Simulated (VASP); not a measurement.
OSZICAR of a VASP run on Rb (bcc):

File OSZICAR:
```
       N       E                     dE             d eps       ncg     rms          rms(c)
DAV:   1     0.437351446088E+02    0.43735E+02   -0.34391E+03   896   0.829E+02
DAV:   2     0.107992752788E+01   -0.42655E+02   -0.42139E+02   976   0.143E+02
DAV:   3    -0.102374682626E+01   -0.21037E+01   -0.20998E+01  1288   0.359E+01
DAV:   4    -0.106114391620E+01   -0.37397E-01   -0.37348E-01  1400   0.404E+00
DAV:   5    -0.106172067881E+01   -0.57676E-03   -0.57510E-03  1384   0.298E-01    0.147E+00
DAV:   6    -0.106030845233E+01    0.14122E-02   -0.23865E-03  1392   0.311E-01    0.898E-01
DAV:   7    -0.105995203082E+01    0.35642E-03   -0.37620E-03  1240   0.381E-01    0.568E-02
DAV:   8    -0.105996494012E+01   -0.12909E-04   -0.19260E-04  1352   0.123E-01    0.104E-02
DAV:   9    -0.105996851485E+01   -0.35747E-05   -0.63637E-06  1376   0.190E-02    0.463E-03
DAV:  10    -0.105996874312E+01   -0.22827E-06   -0.16763E-06  1344   0.827E-03    0.838E-04
DAV:  11    -0.105996875681E+01   -0.13685E-07   -0.55371E-08  1000   0.181E-03
   1 F= -.10599688E+01 E0= -.10599688E+01  d E =0.000000E+00
```

Q: Which electronic solver shows in the log?

A: It is blocked Davidson (ALGO = Normal, or the opening steps of other solvers). The INCAR had ALGO = Normal.

Q: Can the final energy be trusted as converged?

A: The run converged. It stopped with EDIFF = 1E-7, NELM = 100 (LDA (Ceperley-Alder, Perdew-Zunger), plane waves, VASP's LDA PAW potentials (set 64)).

The compound is Rb in the bcc structure. It was relaxed first, which changed the volume by -14 %.
